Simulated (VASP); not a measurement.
An input for Ansatz (written as the equivalent of a VASP run, and not itself run):

Ansatz 0.2 input:
```yaml
crystal:
  lattice:
    - [0.0000000, 3.1450000, 3.1450000]
    - [3.1450000, 0.0000000, 3.1450000]
    - [3.1450000, 3.1450000, 0.0000000]
  atoms:
    - { symbol: K, position: [0.0000000, 0.0000000, 0.0000000] }
    - { symbol: Cl, position: [0.5000000, 0.5000000, 0.5000000] }
kpoints:
  mp_grid: { grid: [7, 7, 7] }
hamiltonian:
  xc: pbe
  pseudopotentials: { kind: paw }
magnetization: { noncollinear: true, spin_orbit: true }
scf:
  occupations: { method: gaussian, width: 0.05 }
  max_iter: 100
output: { forces: true, stress: true, eigenvalues: true }
```

Q: Translate this input to VASP (INCAR, KPOINTS, POSCAR, choice of POTCAR).

A: Several could match; the one computed here: 
File KPOINTS:
```
kpoints
0
G
 7 7 7
```

POSCAR:
```
KCl
4.4477020
  0.0000000000   0.7071067261   0.7071067261
  0.7071067261   0.0000000000   0.7071067261
  0.7071067261   0.7071067261   0.0000000000
K Cl
1 1
Direct
  0.0000000000   0.0000000000   0.0000000000
  0.5000000000   0.5000000000   0.5000000000
```

### INCAR
```
# general
SYSTEM     = KCl
PREC       = Accurate
ENCUT      = 400
LREAL      = .FALSE.
LASPH      = .TRUE.

# electronic loop
EDIFF      = 1E-6
NELM       = 100
ALGO       = Normal

# smearing
ISMEAR     = 0
SIGMA      = 0.05

# functional
GGA        = PE
GGA_COMPAT = .FALSE.

# spin
MAGMOM     = 6*0
LSORBIT    = .TRUE.

# ions
ISIF       = 2

# output
LWAVE      = .FALSE.
LCHARG     = .FALSE.
```

POTCAR, in this order: K_sv Cl (PBE.64 set). Program: vasp_ncl.

What does not carry over: each code has its own PAW files, so the cut-off isn't converted (ENCUT is set for VASP's; basis.ecutwfc is left out, and Ansatz then takes the one that its files recommend); Ansatz stops its SCF on the density residual and VASP on the energy change (EDIFF).

The compound is KCl in the rock salt structure. The cell was not relaxed at this level. The run is one of a series of settings (GGA_COMPAT = .FALSE., LSORBIT = .TRUE., MAGMOM = 0 0 0 0 0 0, program vasp_ncl against the base run), some of them coarse on purpose.
